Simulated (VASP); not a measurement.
Calculation: r2SCAN meta-GGA, VASP's PBE PAW potentials (set 64) (plane waves; VASP).

A VASP calculation is set up with these files.

**KPOINTS**
```
kpoints
0
gamma
7 7 7
```

**INCAR**
```
# general
SYSTEM  = YSi
PREC    = Accurate
ENCUT   = 400   # plane-wave cut-off (eV)
LREAL   = .False.   # projection in real space or not
LASPH   = .True.   # aspherical one-centre terms

# electronic loop
EDIFF   = 1E-6
NELM    = 100
ALGO    = Normal
LMAXMIX = 4   # l cut-off of mixed one-centre charges
LMIXTAU = .True.

# smearing
ISMEAR  = 1
SIGMA   = 0.1

# functional
METAGGA = R2SCAN

# ions
IBRION  = 2   # conjugate gradients
NSW     = 60   # most ionic steps
ISIF    = 3
EDIFFG  = -0.02

# output
LWAVE   = .False.
LCHARG  = .False.
```

**POSCAR**
```
YSi
1
    2.1368746003    -5.2725224294     0.0000000000
    2.1368746003     5.2725224294     0.0000000000
    0.0000000000    -0.0000000000     3.8542682752
Y Si
2 2
Direct
  0.1402742434   0.8597257566   0.2500000000
  0.8597257566   0.1402742434   0.7500000000
  0.4242478673   0.5757521327   0.2500000000
  0.5757521327   0.4242478673   0.7500000000
```

POTCAR, in this order: Y_sv Si (PBE.64 set). Program: vasp_std.

### Question
What will the output report for the number of irreducible k-points (NKPTS), number of bands (NBANDS), largest plane-wave count, number of space-group operations, FFT grid (NGX, NGY, NGZ)?

### Answer

The number of irreducible k-points (NKPTS) is 64, the number of bands (NBANDS) comes out as 19 and the largest plane-wave count comes out as 1590. The number of space-group operations is 8 and the FFT grid (NGX, NGY, NGZ) is 40 × 40 × 28.

The structure comes from a computed database's YSi entry (Cmcm); how it stands against other phases isn't given here. This run relaxes it. Symmetry was kept, so distortions that lower it aren't found. The start is the result of an earlier pass.
